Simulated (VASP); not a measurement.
Output of a VASP run:

**OSZICAR**
```
       N       E                     dE             d eps       ncg     rms          rms(c)
DAV:   1     0.115397191780E+03    0.11540E+03   -0.78463E+03   910   0.129E+03
DAV:   2     0.674202825185E+01   -0.10866E+03   -0.10630E+03   950   0.297E+02
DAV:   3    -0.113280731541E+01   -0.78748E+01   -0.77713E+01  1185   0.883E+01
DAV:   4    -0.135977774055E+01   -0.22697E+00   -0.22684E+00  1128   0.178E+01
DAV:   5    -0.136932533105E+01   -0.95476E-02   -0.95473E-02  1284   0.300E+00    0.312E+00
DAV:   6    -0.126482779089E+01    0.10450E+00   -0.22287E-01  1132   0.604E+00    0.173E+00
DAV:   7    -0.125340183371E+01    0.11426E-01   -0.66089E-02  1045   0.214E+00    0.548E-01
DAV:   8    -0.125226353184E+01    0.11383E-02   -0.74529E-03  1158   0.915E-01    0.218E-01
DAV:   9    -0.125232771127E+01   -0.64179E-04   -0.11720E-03  1070   0.362E-01    0.785E-02
DAV:  10    -0.125233388546E+01   -0.61742E-05   -0.52081E-05  1232   0.645E-02    0.303E-02
DAV:  11    -0.125233714729E+01   -0.32618E-05   -0.21148E-05  1075   0.582E-02    0.197E-02
DAV:  12    -0.125233811987E+01   -0.97258E-06   -0.14055E-06   970   0.911E-03    0.316E-03
DAV:  13    -0.125233825611E+01   -0.13625E-06   -0.28655E-07  1060   0.490E-03    0.156E-03
DAV:  14    -0.125233820879E+01    0.47324E-07   -0.24581E-08   495   0.188E-03
   1 F= -.12523382E+01 E0= -.12524733E+01  d E =0.405148E-03
```

### OUTCAR
```
------------------------ aborting loop because EDIFF is reached ----------------------------------------
  FORCE on cell =-STRESS in cart. coord.  units (eV):
  Direction    XX          YY          ZZ          XY          YZ          ZX
  --------------------------------------------------------------------------------------
  Total       -0.7489104     -0.7489104     -0.7489104      0.0000000      0.0000000      0.0000000
  in kB      -14.1464932    -14.1464932    -14.1464932      0.0000000      0.0000000      0.0000000
  external PRESSURE =     -14.1464932 kB  Pullay stress =       0.0000000 kB
  volume of cell :       84.82
      direct lattice vectors                 reciprocal lattice vectors
     0.000000000  3.487283251  3.487283251    -0.143378087  0.143378087  0.143378087
     3.487283251  0.000000000  3.487283251     0.143378087 -0.143378087  0.143378087
     3.487283251  3.487283251  0.000000000     0.143378087  0.143378087 -0.143378087
  FREE ENERGIE OF THE ION-ELECTRON SYSTEM (eV)
  ---------------------------------------------------
  free  energy   TOTEN  =        -1.2523382088 eV

  energy  without entropy=       -1.2527433567  energy(sigma->0) =       -1.25247326
```
(Selected blocks of OUTCAR.)

File POSCAR:
```
InSb
1
    0.0000000000     3.4872832512     3.4872832512
    3.4872832512     0.0000000000     3.4872832512
    3.4872832512     3.4872832512     0.0000000000
In Sb
1 1
Direct
  0.0000000000   0.0000000000   1.0000000000
  0.2500000000   0.2500000000   0.2500000000
```

Task: Write an INCAR and KPOINTS that could have produced this output.

Result: This is not unique; one that fits is the input of the run itself, vdW-DF2, plane waves, VASP's PBE PAW potentials (set 64).

File KPOINTS:
```
Automatic mesh
0
Gamma
9 9 9
0 0 0
```

INCAR:
```
SYSTEM  =  InSb
PREC  =  Accurate; ENCUT  =  520; LREAL  =  .FALSE.
LASPH  =  .TRUE.
EDIFF  =  1E-7; NELM  =  100; ALGO  =  Normal
LMAXMIX  =  4
ISMEAR  =  1; SIGMA  =  0.1
GGA  =  ML; LUSE_VDW  =  .TRUE.; AGGAC  =  0.0
ZAB_VDW  =  -1.8867
ISIF  =  2
LWAVE  =  .FALSE.; LCHARG  =  .FALSE.
```

POTCAR, in this order: In_d Sb (PBE.64 set). Program: vasp_std.

The compound is InSb in the zinc blende structure. This cell is one point of a volume scan, at 1.06 of the reference volume.
